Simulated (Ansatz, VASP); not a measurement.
## One calculation of CdSnSe2, two programs

```
CELL_PARAMETERS angstrom
5.70954 0.00000 0.00000
0.00000 5.70954 0.00000
0.00000 0.00000 3.06594
ATOMIC_POSITIONS crystal
Cd 0.50000 0.50000 0.50000
Sn 0.00000 0.00000 0.00000
Se 0.50000 0.00000 0.00000
Se 0.00000 0.50000 0.00000
```

Alike in both runs: functional PBE; k mesh 8 × 8 × 14; occupations gaussian, width 0.1 eV; no spin polarisation.

Ansatz relaxed the structure, and its values are those at the end. VASP's run is a single point on that final structure, the one shown.

|  | VASP | Ansatz |
| --- | --- | --- |
| version | VASP 6.6.1 | Ansatz 0.2.0 |
| potentials or method | VASP PAW PBE potentials, release 64 (Cd, Sn_d, Se) | scalar-relativistic, plane waves, PAW |
| plane-wave cutoff (eV) | 520 | 420 |
| valence electrons in the cell | 38 | 66 |

Ansatz gave:

* gap on the k mesh at the Fermi level (eV): none
* pressure (GPa): 0.0

Q: Which values does VASP return?

A: gap on the k mesh at the Fermi level (eV): none; pressure (GPa): 0.1.

A gap of «none» marks a metal or a gap that the smearing closes. The two sets of potentials don't hold the same shells in valence.
